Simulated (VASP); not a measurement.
A convergence study with VASP on GaAs (zinc blende): one setting is varied, all else stays as given below, so the limit is that of these other settings. Each run relaxes cell and ions from the cell shown. The basis is that of the starting cell, so low cut-offs carry a Pulay error.

```
CELL_PARAMETERS angstrom
      0.00000     2.82500     2.82500
      2.82500     0.00000     2.82500
      2.82500     2.82500     0.00000
ATOMIC_POSITIONS crystal
  Ga 0.00000 0.00000 0.00000
  As 0.25000 0.25000 0.25000
```

These are PBEsol GGA, VASP's PBE PAW potentials (set 64) (plane waves; VASP) values and carry that method's errors. The tightest run used: 700 eV cut-off, 7×7×7 Γ-centred mesh, Gaussian smearing of 0.050 eV, potentials Ga_d As.

Gaps are read on the run's mesh, which can miss a band edge.

Q: The settings run are ENCUT = 200; ENCUT = 250; ENCUT = 300; ENCUT = 350; ENCUT = 400; ENCUT = 450; ENCUT = 500; ENCUT = 600; ENCUT = 650; ENCUT = 700. From which on does the relaxed volume stay within 0.02 Å³/atom of the tightest run?

A: From ENCUT = 500 on: it is off by 0.001 there and by no more than 0.02 in any finer run, while ENCUT = 450 is off by 0.025.
```json
[
 {"setting": "ENCUT = 200", "relaxed volume (Å³/atom)": "19.529", "E (eV/atom)": "-4.5986", "gap on the mesh (eV)": "1.035", "plane waves": "301", "difference judged (Å³/atom)": "3.167"},
 {"setting": "ENCUT = 250", "relaxed volume (Å³/atom)": "21.920", "E (eV/atom)": "-4.5366", "gap on the mesh (eV)": "0.681", "plane waves": "415", "difference judged (Å³/atom)": "0.776"},
 {"setting": "ENCUT = 300", "relaxed volume (Å³/atom)": "22.672", "E (eV/atom)": "-4.5406", "gap on the mesh (eV)": "0.426", "plane waves": "541", "difference judged (Å³/atom)": "0.024"},
 {"setting": "ENCUT = 350", "relaxed volume (Å³/atom)": "22.648", "E (eV/atom)": "-4.5400", "gap on the mesh (eV)": "0.434", "plane waves": "681", "difference judged (Å³/atom)": "0.048"},
 {"setting": "ENCUT = 400", "relaxed volume (Å³/atom)": "22.631", "E (eV/atom)": "-4.5398", "gap on the mesh (eV)": "0.440", "plane waves": "869", "difference judged (Å³/atom)": "0.065"},
 {"setting": "ENCUT = 450", "relaxed volume (Å³/atom)": "22.671", "E (eV/atom)": "-4.5402", "gap on the mesh (eV)": "0.427", "plane waves": "990", "difference judged (Å³/atom)": "0.025"},
 {"setting": "ENCUT = 500", "relaxed volume (Å³/atom)": "22.695", "E (eV/atom)": "-4.5406", "gap on the mesh (eV)": "0.420", "plane waves": "1155", "difference judged (Å³/atom)": "0.001"},
 {"setting": "ENCUT = 600", "relaxed volume (Å³/atom)": "22.693", "E (eV/atom)": "-4.5406", "gap on the mesh (eV)": "0.420", "plane waves": "1516", "difference judged (Å³/atom)": "0.003"},
 {"setting": "ENCUT = 650", "relaxed volume (Å³/atom)": "22.693", "E (eV/atom)": "-4.5406", "gap on the mesh (eV)": "0.420", "plane waves": "1720", "difference judged (Å³/atom)": "0.003"},
 {"setting": "ENCUT = 700", "relaxed volume (Å³/atom)": "22.696", "E (eV/atom)": "-4.5406", "gap on the mesh (eV)": "0.419", "plane waves": "1917", "difference judged (Å³/atom)": "0.000"}
]
```

Left out are rungs that failed or repeat a setting and relaxations that didn't move; long series are thinned to 24 rows.

The compound is GaAs in the zinc blende structure.
